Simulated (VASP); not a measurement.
These are r2SCAN+rVV10, VASP's PBE PAW potentials (set 64) (plane waves; VASP) values and carry that method's errors.

Input for VASP

**KPOINTS**
```
Automatic mesh
0
Gamma
7 7 7
0 0 0
```

### INCAR
```
SIGMA = 0.05   ! width (eV)
LMAXMIX = 4
METAGGA = R2SCAN
ISMEAR = 0   ! Gaussian
NSW = 60
SYSTEM = CdS
NELM = 100
LCHARG = .FALSE.
EDIFF = 1E-6
CPARAM = 0.0093
ENCUT = 520
LASPH = .TRUE.   ! aspherical one-centre terms
LWAVE = .FALSE.
IBRION = 2
LREAL = .FALSE.   ! projection in real space or not
ALGO = Normal   ! blocked Davidson
BPARAM = 11.95
PREC = Accurate
ISIF = 3
LMIXTAU = .TRUE.
LUSE_VDW = .TRUE.
EDIFFG = -0.01
```

File POSCAR:
```
CdS
1
   -0.0000000000     2.9312497283     2.9312497283
    2.9312497283    -0.0000000000     2.9312497283
    2.9312497283     2.9312497283    -0.0000000000
Cd S
1 1
Direct
  0.0000000000   0.0000000000   0.0000000000
  0.2500000000   0.2500000000   0.2500000000
```

POTCAR, in this order: Cd S (PBE.64 set). Program: vasp_std.

Output of the run:

File OSZICAR:
```
       N       E                     dE             d eps       ncg     rms          rms(c)
DAV:   1     0.833861760365E+02    0.83386E+02   -0.94121E+03   528   0.129E+03
DAV:   2    -0.295023500798E+02   -0.11289E+03   -0.10757E+03   615   0.302E+02
DAV:   3    -0.342763136720E+02   -0.47740E+01   -0.47619E+01   610   0.649E+01
DAV:   4    -0.343086263207E+02   -0.32313E-01   -0.32308E-01   600   0.536E+00
DAV:   5    -0.343090789852E+02   -0.45266E-03   -0.45266E-03   615   0.600E-01    0.791E+00
DAV:   6    -0.289331088004E+02    0.53760E+01   -0.41853E+00   520   0.341E+01    0.956E+00
DAV:   7    -0.290336969936E+02   -0.10059E+00   -0.47455E-01   520   0.902E+00    0.545E+00
DAV:   8    -0.289254520078E+02    0.10824E+00   -0.40294E-01   520   0.601E+00    0.125E+00
DAV:   9    -0.290995617660E+02   -0.17411E+00   -0.20700E-01   520   0.442E+00    0.700E-01
DAV:  10    -0.291155783923E+02   -0.16017E-01   -0.11626E-02   535   0.103E+00    0.304E-01
DAV:  11    -0.291159377592E+02   -0.35937E-03   -0.60835E-03   545   0.891E-01    0.183E-01
DAV:  12    -0.291172062297E+02   -0.12685E-02   -0.25326E-03   520   0.514E-01    0.108E-01
DAV:  13    -0.291179010099E+02   -0.69478E-03   -0.10860E-03   520   0.384E-01    0.333E-02
DAV:  14    -0.291180915633E+02   -0.19055E-03   -0.48066E-05   540   0.677E-02    0.638E-03
DAV:  15    -0.291181232629E+02   -0.31700E-04   -0.13144E-05   550   0.370E-02    0.403E-03
DAV:  16    -0.291181273725E+02   -0.41096E-05   -0.50397E-06   530   0.230E-02    0.350E-03
DAV:  17    -0.291181279966E+02   -0.62414E-06   -0.41644E-07   320   0.735E-03
   1 F= -.29118128E+02 E0= -.29118128E+02  d E =-.291181E+02
```

**OUTCAR**
```
------------------------ aborting loop because EDIFF is reached ----------------------------------------
  FORCE on cell =-STRESS in cart. coord.  units (eV):
  Direction    XX          YY          ZZ          XY          YZ          ZX
  --------------------------------------------------------------------------------------
  Total        0.0036614      0.0036614      0.0036614     -0.0000000     -0.0000000      0.0000000
  in kB        0.1164575      0.1164575      0.1164575     -0.0000000     -0.0000000      0.0000000
  external PRESSURE =       0.1164575 kB  Pullay stress =       0.0000000 kB
  volume of cell :       50.37
      direct lattice vectors                 reciprocal lattice vectors
     0.000000000  2.931249728  2.931249728    -0.170575709  0.170575709  0.170575709
     2.931249728  0.000000000  2.931249728     0.170575709 -0.170575709  0.170575709
     2.931249728  2.931249728  0.000000000     0.170575709  0.170575709 -0.170575709
  FREE ENERGIE OF THE ION-ELECTRON SYSTEM (eV)
  ---------------------------------------------------
  free  energy   TOTEN  =       -29.1181279966 eV

  energy  without entropy=      -29.1181279966  energy(sigma->0) =      -29.11812800

 reached required accuracy - stopping structural energy minimisation
```
(Selected blocks of OUTCAR.)

The compound is CdS in the zinc blende structure, a metastable form; wurtzite is the usual one. It was relaxed first. The start is the result of an earlier pass.
